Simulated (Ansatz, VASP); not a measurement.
# HfB in two plane-wave programs

Aim: how closely do two programs agree when they are given the same cell, functional and k mesh? The cell is taken from a series of runs on this material, whose earlier steps may have relaxed, scaled, displaced or heated it; both programs get it as it stands.

Program: Ansatz 0.2.0. Level of theory: plane waves, with VASP 6.6.1 beside it; relaxation of cell and atoms at PBEsol and zone-centre phonons at PBEsol. Results are calculated unless marked as measured.

## 1. The structure

It takes space group Fm-3m (No. 225, cubic). Conventional cell: a = 4.787 Å, b = 4.787 Å, c = 4.787 Å, α = 90.00°, β = 90.00°, γ = 90.00°. Nearest to Hf lie 6 B at 2.39 Å. Nearest to B lie 6 Hf at 2.39 Å. Farther neighbours are not listed.

Coordinates:

```cif
data_structure
_symmetry_space_group_name_H-M 'P 1'
_symmetry_Int_Tables_number 1
_cell_length_a 3.3849
_cell_length_b 3.3849
_cell_length_c 3.3849
_cell_angle_alpha 60.000
_cell_angle_beta 60.000
_cell_angle_gamma 60.000
_cell_volume 27.42
loop_
_atom_site_label
_atom_site_type_symbol
_atom_site_fract_x
_atom_site_fract_y
_atom_site_fract_z
_atom_site_occupancy
Hf1 Hf 0.50000 0.50000 0.50000 1
B2 B 0.00000 0.00000 0.00000 1
```

## 2. VASP: relaxation of cell and atoms, PBEsol, pair 1

The relaxed volume is the usual yardstick between codes: in a stiff, nearly cubic crystal its relative difference is about their pressure difference at one cell divided by the bulk modulus.

Lines of VASP's logs that name or quote its potential files are left out, and so is its time.

The input, INCAR:

```
SYSTEM = HfB
PREC = Accurate
ENCUT = 500
EDIFF = 1E-07
NELM = 120
ISMEAR = 0
SIGMA = 0.1
LREAL = .FALSE.
ALGO = Normal
GGA = PS
NBANDS = 12
LASPH = .TRUE.
LORBIT = 11
LWAVE = .FALSE.
LCHARG = .FALSE.
ISIF = 3
IBRION = 2
NSW = 80
EDIFFG = -0.005
GGA_COMPAT = .FALSE.
NELMIN = 4
KPAR = 2
```

The input, POSCAR:

```
HfB
1.0
    0.0000000000      2.3934780000      2.3934780000
    2.3934780000      0.0000000000      2.3934780000
    2.3934780000      2.3934780000      0.0000000000
Hf B
1 1
Direct
    0.5000000000      0.5000000000      0.5000000000
    0.0000000000      0.0000000000      1.0000000000
```

The input, KPOINTS:

```
Automatic mesh
0
Gamma
14 14 14
0 0 0
```

The projector-augmented-wave data sets are Hf_pv and B (PBE family, release 64).

Started as:

```sh
$ mpirun -np 2 vasp_std
```

Numbers of over 12 decimals in the logs are rounded to 6 here.

The log of the run:

```text
[banner, memory and clock lines left out]
running    2 mpi-ranks, on    1 nodes
 distrk:  each k-point on    1 cores,    2 groups
 distr:  one band on    1 cores,    1 groups

 POSCAR found type information on POSCAR HfB
 POSCAR found :  2 types and       2 ions
|                                                                             |
|               ----> ADVICE to this user running VASP <----                  |
|                                                                             |
|     You enforced a specific xc type in the INCAR file but a different       |
|     [... a line on the potential file left out ...]
|     I HOPE YOU KNOW WHAT YOU ARE DOING!                                     |
|                                                                             |

 LDA part: xc-table for (Slater+PW92), standard interpolation
 POSCAR, INCAR and KPOINTS ok, starting setup
 FFT: planning ... GRIDC
 FFT: planning ... GRID_SOFT
 FFT: planning ... GRID
 WAVECAR not read
 entering main loop
       N       E                     dE             d eps       ncg     rms          rms(c)
DAV:   1     0.157728463211E+02    0.15773E+02   -0.70075E+03  2504   0.972E+02
DAV:   2    -0.190430797622E+02   -0.34816E+02   -0.33322E+02  3008   0.191E+02
DAV:   3    -0.199938250295E+02   -0.95075E+00   -0.93302E+00  3164   0.220E+01
DAV:   4    -0.199989393047E+02   -0.51143E-02   -0.51132E-02  2804   0.191E+00
DAV:   5    -0.199989724250E+02   -0.33120E-04   -0.33120E-04  3132   0.144E-01    0.568E+01
DAV:   6    -0.184800372537E+02    0.15189E+01   -0.40130E+00  2752   0.110E+01    0.362E+01
DAV:   7    -0.184305023097E+02    0.49535E-01   -0.65146E-01  2924   0.544E+00    0.987E+00
DAV:   8    -0.184074091877E+02    0.23093E-01   -0.98821E-02  2760   0.187E+00    0.102E+00
DAV:   9    -0.184071803505E+02    0.22884E-03   -0.34824E-03  2856   0.456E-01    0.264E-01
DAV:  10    -0.184071790164E+02    0.13340E-05   -0.66436E-05  3056   0.684E-02    0.336E-02
DAV:  11    -0.184071800964E+02   -0.10799E-05   -0.59368E-06  2940   0.173E-02    0.366E-02
DAV:  12    -0.184071790522E+02    0.10442E-05   -0.20383E-06  2836   0.112E-02    0.103E-03
DAV:  13    -0.184071790613E+02   -0.90627E-08   -0.52905E-08  1520   0.221E-03
   1 F= -.18407179E+02 E0= -.18403648E+02  d E =-.184072E+02
 curvature:   0.00 expect dE= 0.000E+00 dE for cont linesearch  0.000E+00
 trial: gam= 0.00000 g(F)=  0.343E-59 g(S)=  0.458E-03 ort = 0.000E+00 (trialstep = 0.100E+01)
 search vector abs. value=  0.458E-03
 bond charge predicted
       N       E                     dE             d eps       ncg     rms          rms(c)
DAV:   1    -0.184085171487E+02   -0.13381E-02   -0.35193E-02  2616   0.164E+00    0.474E-01
DAV:   2    -0.184074547461E+02    0.10624E-02   -0.15947E-03  2600   0.360E-01    0.249E-01
DAV:   3    -0.184071285769E+02    0.32617E-03   -0.77588E-04  2812   0.229E-01    0.205E-01
DAV:   4    -0.184071232846E+02    0.52922E-05   -0.14965E-05  3040   0.355E-02    0.170E-01
DAV:   5    -0.184071153838E+02    0.79009E-05   -0.17042E-05  2972   0.198E-02    0.270E-02
DAV:   6    -0.184071150007E+02    0.38309E-06   -0.96845E-07  2944   0.631E-03    0.998E-03
DAV:   7    -0.184071148633E+02    0.13732E-06   -0.95149E-08  1772   0.198E-03    0.672E-04
DAV:   8    -0.184071148741E+02   -0.10742E-07   -0.79715E-09  1304   0.795E-04
   2 F= -.18407115E+02 E0= -.18403561E+02  d E =0.641872E-04
 trial-energy change:    0.000064  1 .order    0.000058   -0.000458    0.000574
 step:   0.4350(harm=  0.4438)  dis= 0.00000  next Energy=   -18.407278 (dE=-0.991E-04)
 bond charge predicted
       N       E                     dE             d eps       ncg     rms          rms(c)
DAV:   1    -0.184077213532E+02   -0.60649E-03   -0.11242E-02  2600   0.926E-01    0.267E-01
DAV:   2    -0.184073826760E+02    0.33868E-03   -0.50474E-04  2592   0.203E-01    0.141E-01
DAV:   3    -0.184072796360E+02    0.10304E-03   -0.25027E-04  2804   0.130E-01    0.116E-01
DAV:   4    -0.184072785235E+02    0.11125E-05   -0.47001E-06  3024   0.200E-02    0.975E-02
DAV:   5    -0.184072777992E+02    0.72429E-06   -0.59117E-06  2960   0.116E-02    0.149E-02
DAV:   6    -0.184072778899E+02   -0.90725E-07   -0.33688E-07  2888   0.373E-03
   3 F= -.18407278E+02 E0= -.18403736E+02  d E =-.988287E-04
 curvature:  -0.22 expect dE=-0.342E-07 dE for cont linesearch -0.342E-07
 trial: gam=-0.01802 g(F)=  0.177E-59 g(S)=  0.154E-06 ort = 0.841E-05 (trialstep = 0.887E+00)
 search vector abs. value=  0.152E-09
 reached required accuracy - stopping structural energy minimisation
```

From OUTCAR (step 2):

```text
ion  position               nearest neighbor table
   1  0.500  0.500  0.500-   2 2.39   2 2.39   2 2.39   2 2.39   2 2.39   2 2.39
   2  0.000  0.000  0.000-   1 2.39   1 2.39   1 2.39   1 2.39   1 2.39   1 2.39

  LATTYP: Found a face centered cubic cell.
 ALAT       =     4.7869560000

 Subroutine GETGRP returns: Found 48 space group operations
 (whereof 48 operations were pure point group operations)

The static configuration has the point symmetry O_h .

 Found    104 irreducible k-points:

   k-points           NKPTS =    104   k-points in BZ     NKDIM =    104   number of bands    NBANDS=     12

   dimension x,y,z NGX =    28 NGY =   28 NGZ =   28
   dimension x,y,z NGXF=    56 NGYF=   56 NGZF=   56

   ENCUT  =  500.0 eV  36.75 Ry    6.06 a.u.   6.17  6.17  6.17*2*pi/ulx,y,z

   NELECT =      13.0000    total number of electrons

 k-points in reciprocal lattice and weights: Automatic mesh
   0.00000000  0.00000000  0.00000000       0.000
   0.07142857  0.00000000  0.00000000       0.003
   0.14285714  0.00000000  0.00000000       0.003
   0.21428571  0.00000000  0.00000000       0.003
   0.28571429  0.00000000  0.00000000       0.003
   0.35714286  0.00000000  0.00000000       0.003
   0.42857143  0.00000000  0.00000000       0.003
   0.50000000  0.00000000  0.00000000       0.001
   0.07142857  0.07142857  0.00000000       0.002
[...]
-0.28571429  0.42857143  0.21428571       0.009
  -0.28571429  0.50000000  0.21428571       0.004

 average (electrostatic) potential at core
       1 -36.0300       2 -26.7291

 E-fermi :   4.3361

 k-point     1 :       0.0000    0.0000    0.0000
  band No.  band energies     occupation
      1     -24.5026      2.00000
      2     -24.5026      2.00000
      3     -24.5026      2.00000
      4      -4.8819      2.00000
      5       6.3577      0.00000
      6       6.3577      0.00000
      7       6.3577      0.00000
      8       8.0098      0.00000
      9       8.0098      0.00000
    ...

 k-point     2 :       0.0714    0.0000    0.0000
  band No.  band energies     occupation
      1     -24.5282      2.00000
      2     -24.5054      2.00000
      3     -24.5054      2.00000
      4      -4.7522      2.00000
      5       5.8811      0.00000
      6       6.2511      0.00000
      7       6.2511      0.00000
      8       7.1081      0.00000
      9       7.1081      0.00000
    ...

 k-point     3 :       0.1429    0.0000    0.0000
  band No.  band energies     occupation
      1     -24.5991      2.00000
      2     -24.5131      2.00000
      3     -24.5131      2.00000
      4      -4.3742      2.00000
      5       4.9250      0.00000
      6       5.5307      0.00000
      7       5.5307      0.00000
      8       7.1318      0.00000
      9       7.1318      0.00000
    ...

  Total        0.0014606      0.0014606      0.0014606     -0.0000000      0.0000000      0.0000000
  in kB        0.0851227      0.0851227      0.0851227     -0.0000000      0.0000000      0.0000000
  external PRESSURE =       0.0851227 kB  Pullay stress =       0.0000000 kB

  energy-cutoff  :      500.00
  volume of cell :       27.49
      direct lattice vectors                 reciprocal lattice vectors
     0.000000000  2.395476295  2.395476295    -0.208726758  0.208726758  0.208726758
     2.395476295  0.000000000  2.395476295     0.208726758 -0.208726758  0.208726758
     2.395476295  2.395476295 -0.000000000     0.208726758  0.208726758 -0.208726758

 POSITION                                       TOTAL-FORCE (eV/Angst)
 -----------------------------------------------------------------------------------
      2.39548      2.39548      2.39548        -0.000000      0.000000      0.000000
      0.00000      0.00000      0.00000         0.000000     -0.000000     -0.000000
 -----------------------------------------------------------------------------------
    total drift:                                0.000000      0.000000      0.000000

  FREE ENERGIE OF THE ION-ELECTRON SYSTEM (eV)
  ---------------------------------------------------
  free  energy   TOTEN  =       -18.4072778899 eV

  energy  without entropy=      -18.4001947443  energy(sigma->0) =      -18.40373632

 reached required accuracy - stopping structural energy minimisation

 total charge
# of ion       s       p       d       tot
------------------------------------------
    1        0.327   6.557   1.705   8.589
    2        0.761   1.069   0.000   1.830
--------------------------------------------------
tot          1.088   7.626   1.705  10.419

[... 3 further parts left out ...]
```

CONTCAR:

```
HfB
   1.00000000000000
     0.0000000000000000    2.3954762953808468    2.3954762953808468
     2.3954762953808468    0.0000000000000000    2.3954762953808468
     2.3954762953808468    2.3954762953808468   -0.0000000000000000
  Hf              B
     1     1
Direct
     0.5000000000000000    0.5000000000000000    0.5000000000000000
     0.0000000000000000    0.0000000000000000    0.0000000000000000
```

This run has no spin polarisation. Its electron count is odd, so without a moment it is a metal by construction. Harder data sets than Hf_pv exist (the GW ones), and pressures, volumes and forces can shift noticeably with them. The run keeps the 48 symmetry operations of its start, so it cannot find a distortion of lower symmetry.

## 3. Ansatz: relaxation of cell and atoms, PBEsol, pair 1

Ansatz runs on its default PAW (the set named soft_2) files.

The same cell, functional, mesh and smearing now go to Ansatz, which takes its cutoff from its data sets.

The input, input.yaml:

```yaml
crystal:
  lattice:
    - [0.0, 2.3934782646, 2.3934782646]
    - [2.3934782646, 0.0, 2.3934782646]
    - [2.3934782646, 2.3934782646, 0.0]
  atoms:
    - { symbol: Hf, position: [0.5, 0.5, 0.5] }
    - { symbol: B, position: [0.0, 0.0, 0.0] }
kpoints:
  mp_grid: { grid: [14, 14, 14] }
hamiltonian:
  xc: pbesol
scf:
  occupations: { method: gaussian, width: 0.1 }
output:
  forces: true
  stress: true
  eigenvalues: true
relax:
  adjacent_minimum: "off"
  f_tol: 0.005
  max_steps: 80
  cell: { stress_tol: 0.05 }
```

Started as:

```sh
$ ansatz run input.yaml --threads 4 --pin off --max-ram 7168MiB --backend cpu --events-out ev --progress --plain --runs-dir out
```

The log of the run:

```text
Engine: ansatz 0.2.0, aarch64-unknown-linux-gnu
Pseudopotentials: kind: paw
Pseudopotential: Hf, paw, valence charge 26, recommended cutoff 420 eV (normal), Hf.paw.azcp
Pseudopotential: B, paw, valence charge 3, recommended cutoff 420 eV (normal), B.paw.azcp
Functional definition: PBEsol
  exchange = pbesol_x
  correlation = pbesol_c
Crystal: 2 atoms, lattice volume = 27.423 Å³
Basis set: ecut = 420 eV, 531 PW (Γ), exchange–correlation on 48×48×48 points (8 copies of the dense FFT grid, shifted against one another)
Bands: 19, of which v1, the nominal top of the filled ones, is band 15 counted from 1 (14 counted from 0)
Symmetry: 48 space group operations
Space group: Fm-3m (ITA 225), of the structure as read, at distance tolerance 3.0e-5 Å
k-points: 104 of 2744
Non-local potential: Hf, projectors of the file, l = 0: 3, l = 1: 2, l = 2: 2, l = 3: 3
Non-local potential: B, projectors of the file, l = 0: 2, l = 1: 2, l = 2: 1
PAW form: soft (Blöchl's): semilocal exchange-correlation on the pseudo side does not see the compensation charge
PAW frozen core: Hf, regenerated for the run's functional, and the local potential with it (the file was generated under x = pbe(κ = 0.804, μ = 0.219515), c = pbe(β = 0.066725))
PAW frozen core: B, regenerated for the run's functional, and the local potential with it (the file was generated under x = pbe(κ = 0.804, μ = 0.219515), c = pbe(β = 0.066725))
PAW one-centre angular grid: Hf, 590 points (default); XC on 64 Gauss nodes
PAW one-centre angular grid: B, 110 points (default); XC on 64 Gauss nodes
Initial density: superposition of atomic densities (neutral atoms: chi_scale 0, normalization atom), corrected by the library's trained network
Initial wavefunctions: pseudopotential atomic-orbital guess
Functional: x = pbesol(κ = 0.804, μ = 0.123457), c = pbesol(β = 0.046)
SCF iter   1: F=—  HF=-15751.565720 eV  |F-HF|=—  |Δ(HF+E_count)|=         —  Δρ=5.39e-3  dr2=1.10e-2  ethr=1.77e-3  ⟨swp⟩=4.2  Hψ=7756  notcnv=0
preconditioner: auto → Kerker (q_TF=auto, 2.754 Å⁻¹)  [metal: Δε(μ)=0.025 eV  Ē_g=17.786 eV  σ=0.100 eV  W_gap=0.14  n_scr=14 (ndim 8)  ℏωp=36.8 eV  f_vac=0.000  D(μ)=1.40/eV (n_scr^D=14)]
SCF iter   2: F=—  HF=-15751.563239 eV  |F-HF|=—  |Δ(HF+E_count)|=   2.48e-3  Δρ=2.85e-3  dr2=3.06e-3  ethr=3.78e-5  ⟨swp⟩=1.1  Hψ=2819  notcnv=0
SCF iter   3: F=—  HF=-15751.562362 eV  |F-HF|=—  |Δ(HF+E_count)|=   8.77e-4  Δρ=5.35e-4  dr2=8.90e-5  ethr=1.05e-5  ⟨swp⟩=2.0  Hψ=2271  notcnv=0  defer=3
SCF iter   4: F=—  HF=-15751.562347 eV  |F-HF|=—  |Δ(HF+E_count)|=   1.51e-5  Δρ=2.74e-4  dr2=1.57e-5  ethr=3.07e-7  ⟨swp⟩=2.0  Hψ=3420  notcnv=0  defer=4
SCF iter   5: F=—  HF=-15751.562328 eV  |F-HF|=—  |Δ(HF+E_count)|=   1.88e-5  Δρ=6.51e-5  dr2=9.42e-7  ethr=5.42e-8  ⟨swp⟩=2.5  Hψ=3643  notcnv=0  defer=2
SCF iter   6: F=—  HF=-15751.562328 eV  |F-HF|=—  |Δ(HF+E_count)|=   2.84e-7  Δρ=2.16e-5  dr2=9.92e-8  ethr=3.45e-10  ⟨swp⟩=5.8  Hψ=8938  notcnv=0
SCF iter   7: F=-15751.562328 eV  HF=-15751.562328 eV  |F-HF|=1.24e-9  |Δ(HF+E_count)|=   4.60e-8  Δρ=3.86e-6  dr2=1.98e-9  ethr=3.42e-10  ⟨swp⟩=4.2  Hψ=6522  notcnv=0
SCF 1 converged in 7 iterations: F = -15751.562328 eV  dr2 = 1.98e-9
  greatest PAW one-centre occupation: 0.998 electrons in one spin orbital (limit 2), on the Hf atom at site 0 (counted from 0), in its partial waves of l = 3
relax step   1: F+E_penalty+E_count = -15751.56232808 eV  Δ(F+E_penalty+E_count) = +0.000e0 eV  max|allowed force component| = 4.493e-29 eV/Å  Δτ_max = 0.0000 Å  P = +0.086 GPa  Ω = 27.423 Å³  (7 SCF iters, dr2 threshold 1.00e-7 eV, accepted)
[...]
relax step   2: F+E_penalty+E_count = -15751.56231505 eV  Δ(F+E_penalty+E_count) = +1.304e-5 eV  max|allowed force component| = 2.754e-29 eV/Å  Δτ_max = 0.0000 Å  P = -0.070 GPa  Ω = 27.447 Å³  energy of the carried Pulay correction = -1.426e-5 eV  (4 SCF iters, dr2 threshold 1.86e-8 eV, accepted)
[...]
relax step   3: F+E_penalty+E_count = -15751.56232377 eV  Δ(F+E_penalty+E_count) = -8.719e-6 eV  max|allowed force component| = 1.708e-29 eV/Å  Δτ_max = 0.0000 Å  P = +0.000 GPa  Ω = 27.436 Å³  energy of the carried Pulay correction = -7.878e-6 eV  (4 SCF iters, dr2 threshold 1.22e-8 eV, accepted)
[...]
relax step   4: F+E_penalty+E_count = -15751.56232466 eV  Δ(F+E_penalty+E_count) = -8.935e-7 eV  max|allowed force component| = 1.708e-29 eV/Å  Δτ_max = 0.0000 Å  P = +0.000 GPa  Ω = 27.436 Å³  stress off target by 3.80e-4 GPa  SCF on the basis re-selected at this cell (its energy is not comparable with the rows above)  (4 SCF iters)
basis re-selected at this cell: Δ(F+E_penalty+E_count) = -8.935e-7 eV, ΔP = +0.000 GPa vs the last step (what re-selecting the basis moved, of the pressure what is left beyond the Pulay correction that the steps carried, after the strain that the cell walked since its last selection, with what the two solves' SCF thresholds leave and, on support functions, any second-order correction that the steps lacked; it is no m [...]
SCF converged after 4 iterations
Free energy (F): -15751.562325 eV
Harris-Foulkes:  -15751.562325 eV  (|F-HF|=9.09e-12)
Internal energy: -15751.555295 eV  (E = F + TS)
E sigma→0 (E₀):  -15751.558810 eV
Entropy (-TS):   -0.007030 eV (-3.515 meV/atom)
Fermi energy:    17.413294 eV
--- Per-component energies (eV) ---
  E_band       = 45.991875
  E_kinetic    = 471.019144
  E_local      = -5302.623480  (includes V_loc(G=0)·N_el)
  E_nonlocal   = -1225.402711
  E_hartree    = 2495.639430
  E_xc         = -329.761034
  E_vxc        = -304.216712  (∫ρ·V_xc dr)
  E_paw        = -6883.141001  (= ΣΔE_a)
  E_vpaw       = 1415.937092  (= ΣTr[D̂ρ^β])
  E_aug_tail   = -0.000004  (compensation charges beyond the density's cutoff)
  E_ewald      = -4978.551442
  E_core_change = 1.265803  (= ΣΔE_core)
  E_smearing   = -0.007030  (= −TS)
  E_closure    = 0.000000  (closes the sum)
  Σ components = -15751.562325   (vs F -15751.562325, Δ=0.00e0)
--- Forces (eV/Å), atoms counted from 1 ---
  atom   1  Hf     0.00000000     0.00000000    -0.00000000
  atom   2  B     -0.00000000     0.00000000    -0.00000000
  max |Σ_I F_I| component: 3.32e-29 eV/Å
--- Stress (GPa, compression-positive) ---
        0.000380      -0.000000      -0.000000
       -0.000000       0.000380       0.000000
       -0.000000      -0.000000       0.000380
  P = ⅓ Tr σ = 0.0004 GPa (0.004 kbar)
--- Band table (eV; the first three rows and the last of 104) ---
  k-point 0: bands = [... 11 lower, 8.1868, 19.4135, 19.4135, 19.4135, 21.1366, 21.1366, 21.1366, 21.1656]
  k-point 1: bands = [... 11 lower, 8.3171, 18.9496, 19.3169, 19.3169, 20.1904, 20.1904, 21.3626, 22.4680]
  k-point 2: bands = [... 11 lower, 8.6966, 18.0055, 18.6114, 18.6114, 20.1972, 20.1972, 21.6865, 23.9309]
  k-point 103: bands = [... 11 lower, 11.8437, 16.0271, 16.0475, 16.2962, 21.8069, 22.9271, 24.2790, 24.3518]
--- Relaxed structure (3 steps of the walk, 3 accepted, 1 SCFs on fresh bases) ---
  F+E_penalty+E_count = -15751.56232466 eV   max|allowed force component| = 1.708e-29 eV/Å   (the final SCF, on the basis selected at the relaxed cell)
  cell:  # Å, volume = 27.4364 Å³
    - [0, 2.393863, 2.393863]
    - [2.393863, 0, 2.393863]
    - [2.393863, 2.393863, 0]
  atoms:
    - { symbol: Hf, position: [0.5, 0.5, 0.5] }
    - { symbol: B, position: [0, 0, 0] }
```

## 4. Side by side

Known differences besides the potentials themselves: the data sets hold 29 valence electrons in Ansatz (on its default PAW (the set named soft_2) files) and 13 in VASP; the cutoff is 420 eV in Ansatz and 500 eV in VASP; Ansatz makes its cores anew for this functional, VASP keeps those of its PBE data sets; Ansatz adds a Pulay correction to the stress that steers its cell, VASP none. Total energies have different zeros and are not compared.

Compared:

```
                                         quantity  Ansatz   VASP  difference
                                      volume (Å³)   27.44  27.49     -0.20 %
edge a after relaxation, in the typed setting (Å)   3.385  3.388     -0.07 %
```

[end of part 1 of 2]

[Lines on the potential files, build, host, timing and source positions are cut from VASP's logs without a mark.]

[Logs are printed without paths, hosts, clocks, repeated set-up lines and the standing remarks that a program may print on its own settings, such as how far it seeks lower states.]

[Hosts, paths, dates, database ids (printed as entryN), source tags and the programs' standing remarks are cut or masked in the printed files.]
